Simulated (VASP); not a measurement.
# Silicon: what moves the LDA gap besides the functional

Aim: test what besides the functional moves the gap of Silicon. The starting structure is a measured crystal structure from the Crystallography Open Database. Cell and atoms stay as given unless a step says otherwise.

Method: Kohn-Sham DFT with plane waves and PAW; LDA, in VASP 6.6.1.

**1. Starting point**

The structure is cubic, space group Fd-3m (No. 227). Conventional cell: a = 5.431 Å, b = 5.431 Å, c = 5.431 Å, α = 90.00°, β = 90.00°, γ = 90.00°. Nearest to Si lie 4 Si at 2.35 Å.

As a file:

```xyz
2
Lattice="0.0000 2.7155 2.7155 2.7155 0.0000 2.7155 2.7155 2.7155 0.0000" Properties=species:S:1:pos:R:3 pbc="T T T"
Si    4.0732    4.0732    4.0732
Si    2.7155    2.7155    2.7155
```

**2. Reference bands**

Input file INCAR:

```
SYSTEM = Si
PREC = Accurate
ENCUT = 350
EDIFF = 1E-06
NELM = 100
ISMEAR = 0
SIGMA = 0.03
LREAL = .FALSE.
ALGO = Normal
GGA = CA
NBANDS = 16
LORBIT = 11
LWAVE = .FALSE.
LCHARG = .FALSE.
KPAR = 8
LASPH = .TRUE.
```

Input file POSCAR:

```
Si
1.0
    0.0000000000      2.7154800000      2.7154800000
    2.7154800000      0.0000000000      2.7154800000
    2.7154800000      2.7154800000      0.0000000000
Si
2
Direct
    0.7500000000      0.7500000000      0.7500000000
    0.5000000000      0.5000000000      0.5000000000
```

Input file KPOINTS:

```
Automatic mesh
0
Gamma
8 8 8
0 0 0
```

Input file KPOINTS_OPT:

```
Line mode
10
Line-mode
Reciprocal
  0.00000000   0.00000000   0.00000000 GAMMA
  0.50000000   0.00000000   0.50000000 X

  0.50000000   0.00000000   0.50000000 X
  0.50000000   0.25000000   0.75000000 W

  0.50000000   0.25000000   0.75000000 W
  0.37500000   0.37500000   0.75000000 K

  0.37500000   0.37500000   0.75000000 K
  0.00000000   0.00000000   0.00000000 GAMMA

  0.00000000   0.00000000   0.00000000 GAMMA
  0.50000000   0.50000000   0.50000000 L

  0.50000000   0.50000000   0.50000000 L
  0.62500000   0.25000000   0.62500000 U

  0.62500000   0.25000000   0.62500000 U
  0.50000000   0.25000000   0.75000000 W

  0.50000000   0.25000000   0.75000000 W
  0.50000000   0.50000000   0.50000000 L

  0.50000000   0.50000000   0.50000000 L
  0.37500000   0.37500000   0.75000000 K

  0.62500000   0.25000000   0.62500000 U
  0.50000000   0.00000000   0.50000000 X
```

Potentials, in the order of the species: Si (LDA family, release 64).

Started as:

```bash
$ mpirun -np 8 vasp_std
```

Log:

```text
[banner, memory and clock lines left out]
running    8 mpi-ranks, on    1 nodes
 distrk:  each k-point on    1 cores,    8 groups
 distr:  one band on    1 cores,    1 groups

 POSCAR found type information on POSCAR Si
 POSCAR found :  1 types and       2 ions
|                                                                             |
|           W    W    AA    RRRRR   N    N  II  N    N   GGGG   !!!           |
|           W    W   A  A   R    R  NN   N  II  NN   N  G    G  !!!           |
|           W    W  A    A  R    R  N N  N  II  N N  N  G       !!!           |
|           W WW W  AAAAAA  RRRRR   N  N N  II  N  N N  G  GGG   !            |
|           WW  WW  A    A  R   R   N   NN  II  N   NN  G    G                |
|           W    W  A    A  R    R  N    N  II  N    N   GGGG   !!!           |
|                                                                             |
|     For optimal performance we recommend to set                             |
|       NCORE = 2 up to number-of-cores-per-socket                            |
|     NCORE specifies how many cores store one orbital (NPAR=cpu/NCORE).      |
|     This setting can greatly improve the performance of VASP for DFT.       |
|     The default, NCORE=1 might be grossly inefficient on modern             |
|     multi-core architectures or massively parallel machines. Do your        |
|     Unfortunately you need to use the default for GW and RPA                |
|     calculations (for HF NCORE is supported but not extensively tested      |
|     yet).                                                                   |
|                                                                             |

 LDA part: xc-table for (Slater(with rela. corr.)+CA(PZ))
 , standard interpolation
 POSCAR, INCAR and KPOINTS ok, starting setup
 FFT: planning ... GRIDC
 FFT: planning ... GRID_SOFT
 FFT: planning ... GRID
 WAVECAR not read
 entering main loop
       N       E                     dE             d eps       ncg     rms          rms(c)
DAV:   1     0.402358617638E+01    0.40236E+01   -0.23856E+03   928   0.290E+02
DAV:   2    -0.117757193581E+02   -0.15799E+02   -0.15245E+02  1320   0.652E+01
DAV:   3    -0.121698816940E+02   -0.39416E+00   -0.39383E+00  1104   0.842E+00
DAV:   4    -0.121721797212E+02   -0.22980E-02   -0.22979E-02  1272   0.820E-01
DAV:   5    -0.121721998684E+02   -0.20147E-04   -0.20147E-04  1144   0.699E-02    0.502E+00
DAV:   6    -0.119924165010E+02    0.17978E+00   -0.82015E-02  1200   0.870E-01    0.300E+00
DAV:   7    -0.119102563582E+02    0.82160E-01   -0.15010E-01  1200   0.122E+00    0.214E-01
DAV:   8    -0.119104442805E+02   -0.18792E-03   -0.69460E-03  1064   0.334E-01    0.924E-02
DAV:   9    -0.119104243605E+02    0.19920E-04   -0.13259E-04  1288   0.444E-02    0.606E-02
DAV:  10    -0.119104262969E+02   -0.19364E-05   -0.90574E-06  1176   0.134E-02    0.803E-03
DAV:  11    -0.119104256878E+02    0.60907E-06   -0.22774E-06  1264   0.473E-03
   1 F= -.11910426E+02 E0= -.11910426E+02  d E =-.206041E-12
 Start KPOINTS_OPT (optional k-point list driver)
k-point batch [1-29\100]
       N       E                     dE             ncg
DAV:   1     0.608132332663E+03   -0.54971E+04      928
DAV:   2     0.148034970504E+03   -0.46010E+03     1256
DAV:   3     0.136457749229E+03   -0.11577E+02     1248
DAV:   4     0.136392886624E+03   -0.64863E-01     1184
DAV:   5     0.136392353928E+03   -0.53270E-03     1248
DAV:   6     0.136392348354E+03   -0.55749E-05     1232
DAV:   7     0.136392348295E+03   -0.58883E-07     1024
[...]
k-point batch [88-100\100]
       N       E                     dE             ncg
DAV:   1     0.374280591704E+04   -0.31160E+04      416
DAV:   2     0.354022577817E+04   -0.20258E+03      592
DAV:   3     0.353536930053E+04   -0.48565E+01      520
DAV:   4     0.353534332358E+04   -0.25977E-01      552
DAV:   5     0.353534311385E+04   -0.20973E-03      520
DAV:   6     0.353534311164E+04   -0.22196E-05      552
DAV:   7     0.353534311161E+04   -0.23424E-07      448
```

The job ended after 5.2 s (8 MPI ranks of AMD EPYC 7R43, shared host; peak memory 0.82 GiB; 36 s of CPU time).

Lines that name or quote the potential files are left out of all logs, and their timing lines are given in words.

From OUTCAR (step 2):

```text
ion  position               nearest neighbor table
   1  0.750  0.750  0.750-   2 2.35   2 2.35   2 2.35   2 2.35
   2  0.500  0.500  0.500-   1 2.35   1 2.35   1 2.35   1 2.35

  LATTYP: Found a face centered cubic cell.
 ALAT       =     5.4309600000

 Subroutine GETGRP returns: Found 48 space group operations
 (whereof 24 operations were pure point group operations)

The static configuration has the point symmetry T_d .
 The point group associated with its full space group is O_h .

 Found     29 irreducible k-points:

   k-points           NKPTS =     29   k-points in BZ     NKDIM =     29   number of bands    NBANDS=     16

   dimension x,y,z NGX =    24 NGY =   24 NGZ =   24
   dimension x,y,z NGXF=    48 NGYF=   48 NGZF=   48

   ENCUT  =  350.0 eV  25.72 Ry    5.07 a.u.   5.86  5.86  5.86*2*pi/ulx,y,z

   NELECT =       8.0000    total number of electrons

 k-points in reciprocal lattice and weights: Automatic mesh
   0.00000000  0.00000000  0.00000000       0.002
   0.12500000  0.00000000  0.00000000       0.016
   0.25000000  0.00000000  0.00000000       0.016
   0.37500000  0.00000000  0.00000000       0.016
   0.50000000  0.00000000  0.00000000       0.008
   0.12500000  0.12500000  0.00000000       0.012
   0.25000000  0.12500000  0.00000000       0.047
   0.37500000  0.12500000  0.00000000       0.047
   0.50000000  0.12500000  0.00000000       0.047
[...]
-0.37500000  0.50000000  0.12500000       0.023
  -0.25000000  0.50000000  0.25000000       0.012

 average (electrostatic) potential at core
       1 -84.8919       2 -84.8919

 E-fermi :   5.9052

 k-point     1 :       0.0000    0.0000    0.0000
  band No.  band energies     occupation
      1      -6.1866      2.00000
      2       5.7710      2.00000
      3       5.7710      2.00000
      4       5.7710      2.00000
      5       8.2945      0.00000
      6       8.2945      0.00000
      7       8.2945      0.00000
      8       8.9773      0.00000
      9      13.4458      0.00000
    ...

 k-point     2 :       0.1250    0.0000    0.0000
  band No.  band energies     occupation
      1      -5.9825      2.00000
      2       4.1586      2.00000
      3       5.4815      2.00000
      4       5.4815      2.00000
      5       8.1924      0.00000
      6       8.7192      0.00000
      7       8.7192      0.00000
      8      10.3504      0.00000
      9      12.9995      0.00000
    ...

 k-point     3 :       0.2500    0.0000    0.0000
  band No.  band energies     occupation
      1      -5.3865      2.00000
      2       1.8277      2.00000
      3       5.0116      2.00000
      4       5.0116      2.00000
      5       7.6984      0.00000
      6       9.2343      0.00000
      7       9.2343      0.00000
      8      12.5341      0.00000
      9      12.9381      0.00000
    ...

  Total       -0.3731289     -0.3731289     -0.3731289      0.0000000      0.0000000     -0.0000000
  in kB      -14.9279329    -14.9279329    -14.9279329      0.0000000      0.0000000     -0.0000000
  external PRESSURE =     -14.9279329 kB  Pullay stress =       0.0000000 kB

  energy-cutoff  :      350.00
  volume of cell :       40.05
      direct lattice vectors                 reciprocal lattice vectors
     0.000000000  2.715480000  2.715480000    -0.184129509  0.184129509  0.184129509
     2.715480000  0.000000000  2.715480000     0.184129509 -0.184129509  0.184129509
     2.715480000  2.715480000  0.000000000     0.184129509  0.184129509 -0.184129509

 POSITION                                       TOTAL-FORCE (eV/Angst)
 -----------------------------------------------------------------------------------
      4.07322      4.07322      4.07322        -0.000000     -0.000000     -0.000000
      2.71548      2.71548      2.71548         0.000000      0.000000      0.000000
 -----------------------------------------------------------------------------------
    total drift:                                0.000000      0.000000      0.000000

  FREE ENERGIE OF THE ION-ELECTRON SYSTEM (eV)
  ---------------------------------------------------
  free  energy   TOTEN  =       -11.9104256878 eV

  energy  without entropy=      -11.9104256878  energy(sigma->0) =      -11.91042569

 total charge
# of ion       s       p       d       tot
------------------------------------------
    1        0.758   0.948   0.000   1.706
    2        0.758   0.948   0.000   1.706
--------------------------------------------------
tot          1.516   1.896   0.000   3.412

[... 3 further parts left out ...]
```

The reference gap is 0.479 eV.

**3. Bands with cell and atoms relaxed by LDA**

Against step 2 the input has another starting structure. The cell comes from a relaxation at this level, not shown (39.43 Å³).

INCAR is that of step 2.

Input file POSCAR:

```
Si
1.0
    0.0000000000      2.7014957536      2.7014957536
    2.7014957536      0.0000000000      2.7014957536
    2.7014957536      2.7014957536      0.0000000000
Si
2
Direct
    0.7500000000      0.7500000000      0.7500000000
    0.5000000000      0.5000000000      0.5000000000
```

KPOINTS is that of step 2.

KPOINTS_OPT is that of step 2.

Started as:

```bash
$ mpirun -np 8 vasp_std
```

Log:

```text
[banner, memory and clock lines left out]
running    8 mpi-ranks, on    1 nodes
[...]
[... a notice as in an earlier step ...]

 LDA part: xc-table for (Slater(with rela. corr.)+CA(PZ))
 , standard interpolation
 POSCAR, INCAR and KPOINTS ok, starting setup
[...]
entering main loop
       N       E                     dE             d eps       ncg     rms          rms(c)
DAV:   1     0.334969726824E+01    0.33497E+01   -0.27029E+03   936   0.301E+02
DAV:   2    -0.117975306531E+02   -0.15147E+02   -0.14662E+02  1288   0.622E+01
DAV:   3    -0.121832106022E+02   -0.38568E+00   -0.38536E+00  1136   0.840E+00
DAV:   4    -0.121854665895E+02   -0.22560E-02   -0.22559E-02  1304   0.801E-01
[...]
DAV:   9    -0.119132326002E+02    0.21705E-04   -0.14060E-04  1224   0.454E-02    0.623E-02
DAV:  10    -0.119132343236E+02   -0.17234E-05   -0.96472E-06  1216   0.137E-02    0.925E-03
DAV:  11    -0.119132336892E+02    0.63441E-06   -0.23278E-06  1216   0.482E-03
   1 F= -.11913234E+02 E0= -.11913234E+02  d E =-.104619E-11
 Start KPOINTS_OPT (optional k-point list driver)
k-point batch [1-29\100]
       N       E                     dE             ncg
DAV:   1     0.612061716127E+03   -0.55446E+04      928
DAV:   2     0.173711084807E+03   -0.43835E+03     1248
DAV:   3     0.162676591326E+03   -0.11034E+02     1168
DAV:   4     0.162614909314E+03   -0.61682E-01     1208
DAV:   5     0.162614409098E+03   -0.50022E-03     1160
DAV:   6     0.162614403945E+03   -0.51530E-05     1264
DAV:   7     0.162614403893E+03   -0.52357E-07      976
[...]
k-point batch [88-100\100]
       N       E                     dE             ncg
DAV:   1     0.412057943121E+04   -0.33629E+04      416
DAV:   2     0.392550220538E+04   -0.19508E+03      592
DAV:   3     0.392131987627E+04   -0.41823E+01      584
DAV:   4     0.392129715959E+04   -0.22717E-01      536
DAV:   5     0.392129697420E+04   -0.18539E-03      568
DAV:   6     0.392129697227E+04   -0.19332E-05      496
DAV:   7     0.392129697224E+04   -0.20573E-07      504
```

Wall time 7.6 s (8 MPI ranks); peak memory 0.83 GiB.

Parts of OUTCAR (step 3):

```text
  Total       -0.0103886     -0.0103886     -0.0103886     -0.0000000      0.0000000     -0.0000000
  in kB       -0.4221074     -0.4221074     -0.4221074     -0.0000000      0.0000000     -0.0000000
  external PRESSURE =      -0.4221074 kB  Pullay stress =       0.0000000 kB

 POSITION                                       TOTAL-FORCE (eV/Angst)
 -----------------------------------------------------------------------------------
      4.05224      4.05224      4.05224        -0.000000     -0.000000     -0.000000
      2.70150      2.70150      2.70150         0.000000      0.000000      0.000000
 -----------------------------------------------------------------------------------
    total drift:                                0.000000      0.000000      0.000000

  FREE ENERGIE OF THE ION-ELECTRON SYSTEM (eV)
  ---------------------------------------------------
  free  energy   TOTEN  =       -11.9132336892 eV

  energy  without entropy=      -11.9132336892  energy(sigma->0) =      -11.91323369

[... 1 part as in an earlier step ...]

[... 2 further parts left out ...]
[key lines of the parts left out:]
E-fermi :   6.0588
```

With cell and atoms relaxed by LDA the gap is 0.451 eV, -0.028 eV from the reference.

**4. Bands with no band path**

Against step 2 the input has no band path (also changed: NBANDS).

Edit INCAR of step 3 so:

```diff
@@ -10,3 +10,3 @@
 GGA = CA
-NBANDS = 16
+NBANDS = 10
 LORBIT = 11
```

Input file POSCAR:

```
Si
1.0
    0.0000000000      2.7154800000      2.7154800000
    2.7154800000      0.0000000000      2.7154800000
    2.7154800000      2.7154800000      0.0000000000
Si
2
Direct
    0.7500000000      0.7500000000      0.7500000000
    0.5000000000      0.5000000000      0.5000000000
```

KPOINTS is that of step 3.

Started as:

```bash
$ mpirun -np 8 vasp_std
```

Log:

```text
[... set-up lines as in an earlier step ...]
 entering main loop
       N       E                     dE             d eps       ncg     rms          rms(c)
DAV:   1     0.318886810453E+01    0.31889E+01   -0.26838E+03   588   0.473E+02
DAV:   2    -0.117919271950E+02   -0.14981E+02   -0.14331E+02   822   0.768E+01
DAV:   3    -0.121693535730E+02   -0.37743E+00   -0.37710E+00   708   0.112E+01
DAV:   4    -0.121721773146E+02   -0.28237E-02   -0.28235E-02   732   0.126E+00
[...]
DAV:   9    -0.119104208239E+02    0.23942E-04   -0.19834E-04   696   0.791E-02    0.595E-02
DAV:  10    -0.119104257493E+02   -0.49254E-05   -0.12951E-05   690   0.225E-02    0.260E-02
DAV:  11    -0.119104256827E+02    0.66608E-07   -0.63587E-07   390   0.468E-03
   1 F= -.11910426E+02 E0= -.11910426E+02  d E =-.214197E-22
```

Run time: 2 s. Hardware: 8 MPI ranks; peak memory 0.72 GiB; 12 s of CPU time.

From OUTCAR (step 4):

```text
  Total       -0.3734011     -0.3734011     -0.3734011      0.0000000     -0.0000000      0.0000000
  in kB      -14.9388234    -14.9388234    -14.9388234      0.0000000     -0.0000000      0.0000000
  external PRESSURE =     -14.9388234 kB  Pullay stress =       0.0000000 kB

  FREE ENERGIE OF THE ION-ELECTRON SYSTEM (eV)
  ---------------------------------------------------
  free  energy   TOTEN  =       -11.9104256827 eV

  energy  without entropy=      -11.9104256827  energy(sigma->0) =      -11.91042568

[... 2 parts as in an earlier step ...]

[... 2 further parts left out ...]
[key lines of the parts left out:]
E-fermi :   5.9677
```

With no band path the gap is 0.515 eV, +0.035 eV from the reference, read on the mesh alone.

(Continued in part 2 of 2.)

[Lines on the potential files, build, host, timing and source positions are cut from VASP's logs without a mark.]

[Logs are printed without paths, hosts, clocks, repeated set-up lines and the standing remarks that a program may print on its own settings, such as how far it seeks lower states.]

[Hosts, paths, dates, database ids (printed as entryN), source tags and the programs' standing remarks are cut or masked in the printed files.]
